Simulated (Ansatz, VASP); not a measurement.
# NbTe: VASP beside Ansatz

File INCAR:

```
PREC = Accurate
ENCUT = 520
EDIFF = 1E-7
ISMEAR = -1
SIGMA = 0.05
LREAL = False
LASPH = True
NELM = 80
ALGO = Normal
ISIF = 2
LWAVE = False
LCHARG = False
GGA = PS
NBANDS = 16
```

KPOINTS

```
regular mesh
0
Gamma
  8 8 7
```

The input POSCAR:

```
NbTe
1.0
    3.6273822700      0.0000000000      0.0000000000
   -1.8136911350      3.1414051951      0.0000000000
    0.0000000000      0.0000000000      3.6187977783
Te Nb
1 1
Direct
    0.6666666667      0.3333333333      0.0000000000
    0.0000000000      0.0000000000      0.5000000000
```

input.yaml

```yaml
crystal:
  lattice:
    - [3.62738227, 0.0, 0.0]
    - [-1.813691135, 3.1414051951, 0.0]
    - [0.0, 0.0, 3.6187977783]
  atoms:
    - { symbol: Te, position: [0.6666666667, 0.3333333333, 0.0] }
    - { symbol: Nb, position: [0.0, 0.0, 0.5] }
hamiltonian:
  xc: pbesol
  pseudopotentials: { kind: paw }
kpoints:
  mp_grid: { grid: [8, 8, 7] }
scf:
  occupations: { method: fermi_dirac, width: 0.05 }
output:
  forces: true
  stress: true
  eigenvalues: true
```

Change from the starting cell: volume scaled by 0.94.

Alike in both runs: task single point; functional PBEsol; k mesh 8 × 8 × 7; occupations fermi-dirac, width 0.05 eV; no spin polarisation.

|  | VASP | Ansatz |
| --- | --- | --- |
| version | VASP 6.6.1 | Ansatz 0.2.0 |
| potentials or method | VASP PAW PBE potentials, release 64 (Te, Nb_sv) | Ansatz PAW |
| plane-wave cutoff (eV) | 520 | 420 |
| valence electrons in the cell | 19 | 29 |

```tsv
	VASP	Ansatz	Ansatz less VASP
gap on the k mesh at the Fermi level (eV)	none	none	-
pressure (GPa)	2.6	2.7	+0.10
largest component of the traceless stress (GPa)	1.54	1.56	+0.025
```

A gap of «none» marks a metal or a gap that the smearing closes. The two sets of potentials don't hold the same shells in valence.

Caveats: the PAW data sets were made with another functional, which shifts forces and pressure a little (VASP); the PAW data sets come from PBE, with cores solved anew for the run's functional, which leaves a small shift of forces and pressure (Ansatz). Spin-orbit coupling is left out, which matters for the levels of Te.
